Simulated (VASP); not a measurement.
Here is the system:

```xyz
2
Lattice="0.0000 3.2081 3.3073 3.2081 0.0000 3.3073 3.2081 3.2081 0.0000" Properties=species:S:1:pos:R:3 pbc="T T T"
Sr     0.0000     0.0000     0.0000
Te     3.2081     3.2081     3.3073
```

These are PBEsol GGA, VASP's PBE PAW potentials (set 64) (plane waves; VASP) values and carry that method's errors. Run with 480 eV cut-off, 6×6×6 Γ-centred mesh, Gaussian smearing of 0.050 eV, potentials Sr_sv Te.

**Question.** Estimate the energy per atom (σ→0), pressure.

**Answer.** 
* **energy per atom (σ→0)**: -4.394 eV/atom
* **pressure**: 2.59 GPa

The compound is SrTe in the rock salt structure. This cell was strained or had an atom moved on purpose.
